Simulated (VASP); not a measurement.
Input:

```xyz
2
Lattice="0.0000 2.1232 2.1232 2.1232 0.0000 2.1232 2.1232 2.1232 0.0000" Properties=species:S:1:pos:R:3 pbc="T T T"
Ti     0.0000     0.0000     0.0000
C      2.1232     2.1232     2.1232
```

Method: AM05 GGA, VASP's PBE PAW potentials (set 64) (plane waves; VASP). Numerical set-up: 520 eV cut-off, 15×15×15 Γ-centred mesh, first-order Methfessel-Paxton smearing of 0.10 eV, potentials Ti_sv C.

Q: The job: TiC (rock salt), 2 atoms, AM05, static run, 520 eV, 15×15×15 Γ-centred mesh. Roughly how much core time does it take on a busy server core?

A: About 20 core-seconds (one run on a shared machine, a rough figure). It had 120 irreducible k-points, 12 bands, up to 533 plane waves and 14 electronic steps.

The compound is TiC in the rock salt structure. This cell is one point of a volume scan, at 0.97 of the reference volume.
